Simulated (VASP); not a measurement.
# La2AgSb4Au (Pccm) in VASP: relaxation of cell and atoms with LDA

Aim: the relaxation of cell and atoms of La2AgSb4Au with LDA.

Everything below comes from runs of VASP 6.6.1. Logs are shortened: lines on timing, memory, paths and dates and some standing lists are left out, and cuts for length are marked.

## (1) The structure

It takes space group Pccm (No. 49, orthorhombic). The conventional cell has a = 6.182 Å, b = 10.986 Å, c = 6.182 Å, α = 90.00°, β = 90.00°, γ = 90.00°. Around La (site symmetry m) lie 8 Sb at 3.27 to 3.40 Å and 2 Au at 3.62 Å and 2 Ag at 3.62 Å. Around Au (site symmetry 222) lie 4 Sb at 2.85 Å and 2 Au at 3.09 Å and 2 Ag at 3.09 Å. Ag (site symmetry 222) has 4 Sb at 2.85 Å and 2 Au at 3.09 Å and 2 Ag at 3.09 Å as nearest neighbours. Around Sb (site symmetry m) lie 2 Au at 2.85 Å and 2 Ag at 2.85 Å and 4 La at 3.27 Å. Around Sb (site symmetry 222) lie 4 Sb at 3.09 Å and 4 La at 3.40 Å. Sb (site symmetry 222) has 4 Sb at 3.09 Å and 4 La at 3.40 Å as nearest neighbours.

The cell was built by a generator and needn't be a form met in nature.

## (2) Relaxation of cell and atoms, LDA

The input, INCAR:

```
SYSTEM = La2AgSb4Au
PREC     = Accurate       ! precision mode
ENCUT    = 600            ! plane-wave cutoff, eV
EDIFF    = 1E-6           ! SCF threshold, eV
ISMEAR   = 1              ! smearing method
SIGMA    = 0.1            ! smearing width, eV
LREAL    = .FALSE.        ! projectors in reciprocal space
LASPH    = .TRUE.         ! aspherical terms in the spheres
NELM     = 80             ! most SCF steps
ALGO     = Normal         ! electronic algorithm
ISIF     = 3              ! what is computed and relaxed
LWAVE    = .FALSE.        ! write WAVECAR
LCHARG   = .FALSE.        ! write CHGCAR
GGA      = CA             ! functional
IBRION   = 2              ! ionic algorithm
NSW      = 90             ! ionic steps
EDIFFG   = -0.01          ! ionic threshold
LUSENCCL = .FALSE.
```

The input, KPOINTS:

```
Automatic mesh
0
G
  6 6 4
  0 0 0
```

The input, POSCAR:

```
La2AgSb4Au
1.0
    4.3711527700     -4.3711527700      0.0000000000
    4.3711527700      4.3711527700      0.0000000000
    0.0000000000      0.0000000000     10.9856205400
La Au Ag Sb
4 2 2 8
Direct
    0.7500000000      0.2500000000      0.2629930000
    0.2500000000      0.7500000000      0.2629930000
    0.2500000000      0.2500000000      0.7370070000
    0.7500000000      0.7500000000      0.7370070000
    0.0000000000      0.0000000000      0.0000000000
    0.0000000000      0.5000000000      0.0000000000
    0.5000000000      0.5000000000      0.0000000000
    0.5000000000      0.0000000000      0.0000000000
    0.7500000000      0.2500000000      0.8333123600
    0.2500000000      0.7500000000      0.8333123600
    0.2500000000      0.2500000000      0.1666876400
    0.7500000000      0.7500000000      0.1666876400
    0.0000000000      0.0000000000      0.5000000000
    0.5000000000      0.5000000000      0.5000000000
    0.0000000000      0.5000000000      0.5000000000
    0.5000000000      0.0000000000      0.5000000000
```

Potentials or basis: VASP PAW LDA potentials, release 64 (La, Au, Ag, Sb).

Run with:

```bash
$ cat potpaw_LDA.64/La/POTCAR potpaw_LDA.64/Au/POTCAR potpaw_LDA.64/Ag/POTCAR potpaw_LDA.64/Sb/POTCAR > POTCAR
$ mpirun -np 1 vasp_std > vasp.out
```

OUTCAR:

```text
SYSTEM = La2AgSb4Au
   PREC = Accurate
   ENCUT = 600
   EDIFF = 1E-6
   ISMEAR = 1
   LREAL = .FALSE.
   LASPH = .TRUE.
   NELM = 80
   ISIF = 3
   GGA = CA
   IBRION = 2
   NSW = 90
   EDIFFG = -0.01

 ion  position               nearest neighbor table
   1  0.750  0.250  0.263-  11 3.27  12 3.27  12 3.27  11 3.27  15 3.40  16 3.40  13 3.40  14 3.40
                             5 3.62   6 3.62   7 3.62   8 3.62
   2  0.250  0.750  0.263-  11 3.27  12 3.27  11 3.27  12 3.27  15 3.40  16 3.40  13 3.40  14 3.40
                             5 3.62   6 3.62   7 3.62   8 3.62
   3  0.250  0.250  0.737-   9 3.27  10 3.27  10 3.27   9 3.27  15 3.40  16 3.40  13 3.40  14 3.40
                             5 3.62   6 3.62   7 3.62   8 3.62
   4  0.750  0.750  0.737-   9 3.27  10 3.27   9 3.27  10 3.27  15 3.40  16 3.40  13 3.40  14 3.40
                             5 3.62   6 3.62   7 3.62   8 3.62
   5  0.000  0.000  0.000-   9 2.85  10 2.85  11 2.85  12 2.85   6 3.09   8 3.09   6 3.09   8 3.09
                             1 3.62   2 3.62   3 3.62   4 3.62
   6  0.000  0.500  0.000-   9 2.85  10 2.85  11 2.85  12 2.85   5 3.09   7 3.09   5 3.09   7 3.09
                             1 3.62   2 3.62   3 3.62   4 3.62
   7  0.500  0.500  0.000-   9 2.85  10 2.85  11 2.85  12 2.85   6 3.09   8 3.09   8 3.09   6 3.09
                             1 3.62   2 3.62   3 3.62   4 3.62
   8  0.500  0.000  0.000-   9 2.85  10 2.85  11 2.85  12 2.85   5 3.09   7 3.09   7 3.09   5 3.09
                             1 3.62   2 3.62   3 3.62   4 3.62
   9  0.750  0.250  0.833-   5 2.85   6 2.85   7 2.85   8 2.85   3 3.27   4 3.27   4 3.27   3 3.27
[... 11 lines left out ...]
  15  0.000  0.500  0.500-  13 3.09  14 3.09  13 3.09  14 3.09   1 3.40   2 3.40   3 3.40   4 3.40

  16  0.500  0.000  0.500-  13 3.09  14 3.09  14 3.09  13 3.09   1 3.40   2 3.40   3 3.40   4 3.40

  LATTYP: Found a simple tetragonal cell.
 ALAT       =     6.1817435305
 C/A-ratio  =     1.7771071358

  Lattice vectors:

 A1 = (   4.3711527700,  -4.3711527700,   0.0000000000)
 A2 = (   4.3711527700,   4.3711527700,   0.0000000000)
 A3 = (   0.0000000000,   0.0000000000,  10.9856205400)

Analysis of symmetry for initial positions (statically):
=====================================================================
 Subroutine PRICEL returns:
 Original cell was already a primitive cell.

 Routine SETGRP: Setting up the symmetry group for a
 simple tetragonal supercell.

 Subroutine GETGRP returns: Found  8 space group operations
 (whereof  4 operations were pure point group operations)
 out of a pool of 16 trial point group operations.

The static configuration has the point symmetry D_2 .
 The point group associated with its full space group is D_2h.

Analysis of symmetry for dynamics (positions and initial velocities):
=====================================================================
 Subroutine PRICEL returns:
 Original cell was already a primitive cell.

 Routine SETGRP: Setting up the symmetry group for a
 simple tetragonal supercell.

 Subroutine GETGRP returns: Found  8 space group operations
 (whereof  4 operations were pure point group operations)
 out of a pool of 16 trial point group operations.

The dynamic configuration has the point symmetry D_2 .
 The point group associated with its full space group is D_2h.

 Subroutine INISYM returns: Found  8 space group operations
 (whereof  4 operations are pure point group operations),
 and found     1 'primitive' translations

----------------------------------------------------------------------------------------

                                     Primitive cell

  volume of cell :     419.8040

  direct lattice vectors                    reciprocal lattice vectors
     4.371152770 -4.371152770  0.000000000     0.114386302 -0.114386302  0.000000000
     4.371152770  4.371152770  0.000000000     0.114386302  0.114386302 -0.000000000
     0.000000000  0.000000000 10.985620540    -0.000000000  0.000000000  0.091028085

  length of vectors
     6.181743531  6.181743531 10.985620540     0.161766659  0.161766659  0.091028085

  position of ions in fractional coordinates (direct lattice)
     0.750000000  0.250000000  0.262993000
     0.250000000  0.750000000  0.262993000
     0.250000000  0.250000000  0.737007000
     0.750000000  0.750000000  0.737007000
     0.000000000  0.000000000  0.000000000
     0.000000000  0.500000000  0.000000000
[... 8 lines left out ...]
     0.000000000  0.500000000  0.500000000
     0.500000000  0.000000000  0.500000000

  ion indices of the primitive-cell ions
   primitive index   ion index
                 1           1
                 2           2
                 3           3
                 4           4
                 5           5
                 6           6
[... 8 lines left out ...]
                15          15
                16          16

----------------------------------------------------------------------------------------

 KPOINTS: Automatic mesh

Automatic generation of k-mesh.
 Grid dimensions read from file:
 generate k-points for:    6    6    4

 Generating k-lattice:

  Cartesian coordinates                     Fractional coordinates (reciprocal lattice)
     0.019064384 -0.019064384  0.000000000     0.166666667  0.000000000  0.000000000
     0.019064384  0.019064384 -0.000000000     0.000000000  0.166666667  0.000000000
    -0.000000000  0.000000000  0.022757021     0.000000000  0.000000000  0.250000000

  Length of vectors
     0.026961110  0.026961110  0.022757021

  Shift w.r.t. Gamma in fractional coordinates (k-lattice)
     0.000000000  0.000000000  0.000000000

 Subroutine IBZKPT returns following result:
 ===========================================

 Found     48 irreducible k-points:

 Following reciprocal coordinates:
            Coordinates               Weight
  0.000000  0.000000  0.000000      1.000000
  0.166667  0.000000  0.000000      2.000000
  0.000000  0.166667  0.000000      2.000000
  0.333333  0.000000  0.000000      2.000000
  0.000000  0.333333  0.000000      2.000000
  0.500000  0.000000  0.000000      1.000000
[... 16 lines left out ...]
  0.000000  0.500000  0.250000      2.000000
  0.166667  0.166667  0.250000      8.000000
 [... further k-points ...]
   k-points           NKPTS =     48   k-points in BZ     NKDIM =     48   number of bands    NBANDS=     76
   number of dos      NEDOS =    301   number of ions     NIONS =     16
   total plane-waves  NPLWV = 225000
   dimension x,y,z NGX =    50 NGY =   50 NGZ =   90
   dimension x,y,z NGXF=   100 NGYF=  100 NGZF=  180
   ions per type =               4   2   2   8
   NGX,Y,Z   is equivalent  to a cutoff of  13.45, 13.45, 13.62 a.u.
   NGXF,Y,Z  is equivalent  to a cutoff of  26.89, 26.89, 27.24 a.u.
 SYSTEM =  La2AgSb4Au
   PREC   = accura    normal or accurate (medium, high low for compatibility)
   ISTART =      0    job   : 0-new  1-cont  2-samecut
   ICHARG =      2    charge: 1-file 2-atom 10-const
   ISPIN  =      1    spin polarized calculation?
   LNONCOLLINEAR =      F non collinear calculations
   LSORBIT =      F    spin-orbit coupling
   LASPH  =      T    aspherical Exc in radial PAW
   ENCUT  =  600.0 eV  44.10 Ry    6.64 a.u.  12.35 12.35 21.94*2*pi/ulx,y,z
   NELM   =     80;   NELMIN=  2; NELMDL= -5     # of ELM steps
   EDIFF  = 0.1E-05   stopping-criterion for ELM
   LREAL  =      F    real-space projection
   EDIFFG = -.1E-01   stopping-criterion for IOM
   NSW    =     90    number of steps for IOM
   IBRION =      2    ionic relax: 0-MD 1-quasi-New 2-CG
   NFREE  =      1    steps in history (QN), initial steepest desc. (CG)
   ISIF   =      3    stress and relaxation
   ISYM   =      2    0-nonsym 1-usesym 2-fastsym
   POTIM  = 0.5000    time-step for ionic-motion
   TEBEG  =    0.0;   TEEND  =   0.0 temperature during run
   PSTRESS=    0.0 pullay stress
   NELECT =     128.0000    total number of electrons
   NUPDOWN=      -1.0000    fix difference up-down
   EMIN   =  10.00;   EMAX   =-10.00  energy-range for DOS
   EFERMI =   0.00;   METHOD = LEGACY
   ISMEAR =     1;   SIGMA  =   0.10  broadening in eV -4-tet -1-fermi 0-gaus
   EFERMI_NEDOS =   21; number of points for ismear=-14 and -15
   IALGO  =     38    algorithm
   IMIX   =      4    mixing-type and parameters
     AMIX     =   0.40;   BMIX     =  1.00
     AMIX_MAG =   1.60;   BMIX_MAG =  1.00
  volume/ion in A,a.u.               =      26.24       177.06
  Fermi-wavevector in a.u.,A,eV,Ry     =   1.101867  2.082227 16.518991  1.214112
  Thomas-Fermi vector in A             =   2.238301
   LORBIT       =      0    0 simple, 1 ext, 2 COOP (PROOUT), +10 PAW based schemes
   GGA     = CA    functional components
   LHFCALC =     F    Hartree Fock is set to
   AEXX    =    0.0000 exact exchange contribution
   IVDW    =     0    specifies the selected vdW correction
   LEPSILON=     F    determine dielectric tensor
   LRPA    =     F    only Hartree local field effects (RPA)
 conjugate gradient relaxation of ions
 non-spin polarized calculation
 Methfessel and Paxton  Order N= 1 SIGMA  =   0.10
  energy-cutoff  :      600.00
  volume of cell :      419.80
 maximum number of plane-waves:     14068
 NGX is ok and might be reduce to    50
   NGX = 25   NGY = 25   NGZ = 43

--------------------------------------- Ionic step        1  -------------------------------------------

 number of electron     128.0000000 magnetization

 Free energy of the ion-electron system (eV)
  ---------------------------------------------------
  ext. energy  EPLUGINS =         0.00000000
  ---------------------------------------------------
  free energy    TOTEN  =       -89.73363436 eV

  energy without entropy =      -89.73089484  energy(sigma->0) =      -89.73272118

------------------------ aborting loop because EDIFF is reached ----------------------------------------

  FORCE on cell =-STRESS in cart. coord.  units (eV):
  Direction    XX          YY          ZZ          XY          YZ          ZX
  --------------------------------------------------------------------------------------
  -------------------------------------------------------------------------------------
  Total       -8.3057038     -8.3057038    -12.0057047      0.1178669      0.0000000      0.0000000
  in kB      -31.6986276    -31.6986276    -45.8196408      0.4498377      0.0000000      0.0000000
  external PRESSURE =     -36.4056320 kB  Pullay stress =       0.0000000 kB
[... 131 lines left out ...]
  FREE ENERGIE OF THE ION-ELECTRON SYSTEM (eV)
  ---------------------------------------------------
  free  energy   TOTEN  =       -89.9958739498 eV

  energy  without entropy=      -89.9934255012  energy(sigma->0) =      -89.99505780

[... ionic steps 4 to 8 ...]

--------------------------------------- Ionic step        9  -------------------------------------------

 number of electron     128.0000005 magnetization

------------------------ aborting loop because EDIFF is reached ----------------------------------------
[... 95 lines left out ...]
--------------------------------------- Ionic step       11  -------------------------------------------

 number of electron     128.0000005 magnetization

 Free energy of the ion-electron system (eV)
  ---------------------------------------------------
  ext. energy  EPLUGINS =         0.00000000
  ---------------------------------------------------
  free energy    TOTEN  =       -90.11381102 eV

  energy without entropy =      -90.11100747  energy(sigma->0) =      -90.11287651

 E-fermi :   8.8512     XC(G=0): -10.8766

 val. band max:        8.8474006232   @ k =   0.0000   0.0000   0.5000
 cond. band min:       8.8517542299   @ k =   0.1667   0.0000   0.2500
 fundamental gap:      0.0043536067
 Fermi energy:         8.8511866756

 k-point     1 :       0.0000    0.0000    0.0000
  band No.  band energies     occupation
      1     -23.3818      2.00000
      2     -23.3804      2.00000
      3     -23.3533      2.00000
      4     -23.3533      2.00000
      5      -7.4414      2.00000
      6      -7.4165      2.00000
[... 1885 lines left out ...]
     75      10.9221      0.00000
     76      10.9704      0.00000

 [... further k-points ...]

------------------------ aborting loop because EDIFF is reached ----------------------------------------

  FORCE on cell =-STRESS in cart. coord.  units (eV):
  Direction    XX          YY          ZZ          XY          YZ          ZX
  --------------------------------------------------------------------------------------
  -------------------------------------------------------------------------------------
  Total       -0.0154912     -0.0154912     -0.0073206      0.0007073      0.0000000      0.0000000
  in kB       -0.0624787     -0.0624787     -0.0295254      0.0028527      0.0000000      0.0000000
  external PRESSURE =      -0.0514943 kB  Pullay stress =       0.0000000 kB
[... 31 lines left out ...]
  FREE ENERGIE OF THE ION-ELECTRON SYSTEM (eV)
  ---------------------------------------------------
  free  energy   TOTEN  =       -90.1138110238 eV

  energy  without entropy=      -90.1110074712  energy(sigma->0) =      -90.11287651

 reached required accuracy - stopping structural energy minimisation
```

Run time: 1.9 h. Hardware: 1 × NVIDIA H100 80GB with 1 thread of AMD EPYC 7R13 (Zen 3), shared host; peak memory 2.6 GiB.

What came out:

| Item | Value |
| --- | --- |
| Free energy | -90.1138 eV |
| Relaxed volume | 24.83 Å³/atom |
| Relaxed cell | a = 6.159 Å, b = 6.164 Å, c = 10.464 Å, α = 90.00°, β = 90.00°, γ = 90.00° |
| Space group after relaxing (to 0.05 Å) | Pccm (No. 49) |
| Energy gained by relaxing | 23.8 meV/atom |
| Ionic steps | 11 |
| Pressure after relaxing | 0.0 GPa |
| Largest force after relaxing | 0.006 eV/Å |
| Band gap on the k mesh | none (metal or under the smearing width) |

Forces in eV/Å, atoms in the order of the input:
```
La   0.004 -0.004  0.001
La  -0.004  0.004  0.001
La  -0.004  0.004 -0.001
La   0.004 -0.004 -0.001
Au   0.000  0.000  0.000
Au   0.000  0.000  0.000
Ag   0.000  0.000  0.000
Ag   0.000  0.000  0.000
Sb  -0.004  0.004 -0.001
Sb   0.004 -0.004 -0.001
Sb   0.004 -0.004  0.001
Sb  -0.004  0.004  0.001
Sb   0.000  0.000  0.000
Sb   0.000  0.000  0.000
Sb   0.000  0.000  0.000
Sb   0.000  0.000  0.000
```

The path:
```tsv
step	energy change (eV)	largest force (eV/Å)	pressure (GPa)	volume (Å³)
1	0.0000	0.3293	-3.64	419.80
2	-0.1111	0.4420	3.71	384.60
3	-0.2622	0.3120	0.21	399.15
4	-0.3144	0.2764	0.15	398.60
5	-0.3630	0.1894	0.10	397.14
6	-0.3774	0.0666	-0.19	398.22
7	-0.3786	0.0224	-0.30	398.62
8	-0.3765	0.0426	0.47	395.11
9	-0.3801	0.0119	0.01	397.23
10	-0.3801	0.0119	0.00	397.25
11	-0.3802	0.0061	-0.01	397.25
```

Final structure:
```xyz
16
Lattice="4.3550 -4.3550 0.0000 4.3587 4.3587 0.0000 0.0000 0.0000 10.4637" Properties=species:S:1:pos:R:3 pbc="T T T"
La    4.3676   -2.1882    2.6708
La    4.3462    2.1919    2.6708
La    2.1668    0.0125    7.7929
La    6.5469   -0.0089    7.7929
Au    0.0000    0.0000    0.0000
Au    2.1793    2.1793    0.0000
Ag    4.3569    0.0018    0.0000
Ag    2.1775   -2.1775    0.0000
Sb    4.3532   -2.1738    8.6786
Sb    4.3606    2.1774    8.6786
Sb    2.1812   -0.0019    1.7851
Sb    6.5325    0.0055    1.7851
Sb    0.0000    0.0000    5.2319
Sb    4.3569    0.0018    5.2319
Sb    2.1793    2.1793    5.2319
Sb    2.1775   -2.1775    5.2319
```

Levels at points of the mesh, in eV from the Fermi level:
```
           k point  band 62  band 63  band 64  band 65  band 66  band 67
(0.00, 0.00, 0.00)    -0.67     0.19     0.48     0.50     1.37     1.72
(0.50, 0.00, 0.00)    -0.78    -0.42    -0.25     0.59     0.61     1.37
(0.00, 0.50, 0.00)    -0.81    -0.33    -0.33     0.60     0.60     1.41
(0.50, 0.50, 0.00)    -0.76    -0.72    -0.72    -0.33    -0.33    -0.33
(0.00, 0.00, 0.50)    -1.05     0.00     0.53     0.56     1.15     1.75
(0.50, 0.00, 0.50)    -1.19    -0.73    -0.55     0.73     0.76     1.62
(0.00, 0.50, 0.50)    -1.20    -0.63    -0.63     0.74     0.74     1.62
(0.50, 0.50, 0.50)    -0.57    -0.51    -0.51     0.18     0.18     0.20
```

The run has no spin-orbit coupling, so splittings on Au, La, Sb are missing.
